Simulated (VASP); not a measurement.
An input for Ansatz (written as the equivalent of a VASP run, and not itself run):

Ansatz 0.2 input:
```yaml
crystal:
  lattice:
    - [-2.0045780, 2.0045780, 5.2280570]
    - [2.0045780, -2.0045780, 5.2280570]
    - [2.0045780, 2.0045780, -5.2280570]
  atoms:
    - { symbol: Ca, position: [0.0000000, 0.0000000, 0.0000000] }
    - { symbol: Co, position: [0.2500000, 0.7500000, 0.5000000] }
    - { symbol: Co, position: [0.7500000, 0.2500000, 0.5000000] }
    - { symbol: Ge, position: [0.3671000, 0.3671000, 0.0000000] }
    - { symbol: Ge, position: [0.6329000, 0.6329000, 0.0000000] }
kpoints:
  mp_grid: { grid: [7, 7, 7] }
hamiltonian:
  xc: lda
  pseudopotentials: { kind: paw }
scf:
  occupations: { method: fermi_dirac, width: 0.05 }
  max_iter: 100
output: { forces: true, stress: true, eigenvalues: true }
```

Question: Translate this input to VASP (INCAR, KPOINTS, POSCAR, choice of POTCAR).

Answer: Several could match; the one computed here: 
**POSCAR**
```
Ca(CoGe)2
1
   -2.0045780000     2.0045780000     5.2280570000
    2.0045780000    -2.0045780000     5.2280570000
    2.0045780000     2.0045780000    -5.2280570000
Ca Co Ge
1 2 2
Direct
  0.0000000000   0.0000000000   0.0000000000
  0.2500000000   0.7500000000   0.5000000000
  0.7500000000   0.2500000000   0.5000000000
  0.3671000000   0.3671000000   0.0000000000
  0.6329000000   0.6329000000   0.0000000000
```

KPOINTS:
```
kpoints
0
gamma
 7 7 7
```

INCAR:
```
ALGO=Normal
EDIFF=1E-6
ENCUT=300
ISIF=2
ISMEAR=-1
LASPH=.True.
LCHARG=.False.
LMAXMIX=4
LREAL=.False.
LWAVE=.False.
NELM=100
PREC=Accurate
SIGMA=0.05
SYSTEM=Ca(CoGe)2
```

POTCAR, in this order: Ca_sv Co Ge_d (LDA.64 set). Program: vasp_std.

Limits of the translation: each code has its own PAW files, so the cut-off isn't converted (ENCUT is set for VASP's; basis.ecutwfc is left out, and Ansatz then takes the one that its files recommend); Ansatz stops its SCF on the density residual and VASP on the energy change (EDIFF); Ansatz's lda is the Perdew-Wang form, while the LDA potentials of VASP carry Perdew-Zunger's.

The structure comes from a computed database's CaCo2Ge2 entry; how it stands against other phases isn't given here. The cell was not relaxed at this level. The k-mesh is coarse (spacing up to 0.32 per Å, 2π included), so the numbers may not be converged in it.
